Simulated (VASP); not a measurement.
Input:

```
CsPbBr3
1.0
    6.09259     0.00000     0.00000
    0.00000     6.09259     0.00000
    0.00000     0.00000     6.09259
Cs Pb Br
1 1 3
Direct
  0.00000   0.00000   0.00000
  0.50000   0.50000   0.50000
  0.50000   0.50000   0.00000
  0.00000   0.50000   0.50000
  0.50000   0.00000   0.50000
```

All values below come from PBE GGA, VASP's PBE PAW potentials (set 64) (plane waves; VASP). Run with 300 eV cut-off, 5×5×5 Γ-centred mesh, Gaussian smearing of 0.010 eV, potentials Cs_sv Pb_d Br.

At this cut-off the stress carries a Pulay error, which pulls relaxed volumes low. Energy and stress use the plane-wave basis of the starting cell.

**Question.** The ions, cell shape and volume are relaxed. Give the cell that the relaxation ends in.

**Answer.** 
```
CsPbBr3
1.0
    5.98502     0.00000     0.00000
    0.00000     5.98502     0.00000
    0.00000     0.00000     5.98502
Cs Pb Br
1 1 3
Direct
  0.00000   0.00000   0.00000
  0.50000   0.50000   0.50000
  0.50000   0.50000   0.00000
  0.00000   0.50000   0.50000
  0.50000   0.00000   0.50000
```
Space group Pm-3m (221), at a tolerance of 0.03 Å.

**Question.** How do energy and volume change from the first to the last step?

**Answer.** The energy (σ→0) changes by -6.8 meV/atom and the volume by -5.2 %, in 3 ionic steps.

The structure comes from a computed database's CsPbBr3 entry; how it stands against other phases isn't given here. This run relaxes it. Symmetry was kept, so distortions that lower it aren't found. The run is one of a series of settings (EDIFFG = -0.01, IBRION = 2, ISIF = 3, NSW = 50 against the base run), some of them coarse on purpose.
